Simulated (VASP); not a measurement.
Input of a VASP 6.6.1 run:

INCAR

```
SYSTEM = CdHClO
  PREC = Accurate
  ENCUT = 520
  EDIFF = 1E-6
  ISMEAR = 0
  SIGMA = 0.1
  LREAL = .False.
  LASPH = .True.
  NELM = 100
  ALGO = Normal
  ISIF = 2
  LWAVE = .False.
  LCHARG = .True.
  GGA = PE
  LELF = .True.
  LVHAR = .True.
  NBANDS = 36
```

KPOINTS

```
Automatic mesh
0
Gamma
  3 3 3
  0 0 0
```

Contents of POSCAR:

```
CdHClO
1.0
    5.2309330000     -0.0588550000      0.4600770000
   -0.1997570000      4.6046700000      0.2826910000
   -0.2242200000     -0.6972670000      5.0192240000
Cd O Cl H
2 2 2 2
Direct
    0.2099612774      0.2277385810      0.3156721035
    0.9414786287      0.6852898995      0.9832404471
    0.6774933854      0.1583346740      0.0630677349
    0.0187701505      0.7313512828      0.4754342225
    0.6640064084      0.2855611491      0.6240977404
    0.4214787957      0.7791366702      0.6573781875
    0.7921770986      0.9682033796      0.3636648126
    0.5322391965      0.8775868962      0.0172618456
```

Potentials or basis: VASP PAW PBE potentials, release 64 (Cd, O, Cl, H).

Launch:

```console
$ cat potpaw_PBE.64/Cd/POTCAR potpaw_PBE.64/O/POTCAR potpaw_PBE.64/Cl/POTCAR potpaw_PBE.64/H/POTCAR > POTCAR
$ mpirun -np 1 vasp_std > vasp.out
```

(1) Estimate the pressure.

(2) What does it give for the largest force?

(3) Estimate the band gap on the k mesh.

Answers

(1) -2.0 GPa.

(2) 3.814 eV/Å.

(3) none (metal or under the smearing width).

Caveat: the k mesh is coarse (spacing up to 0.46 Å⁻¹), so the values aren't converged.
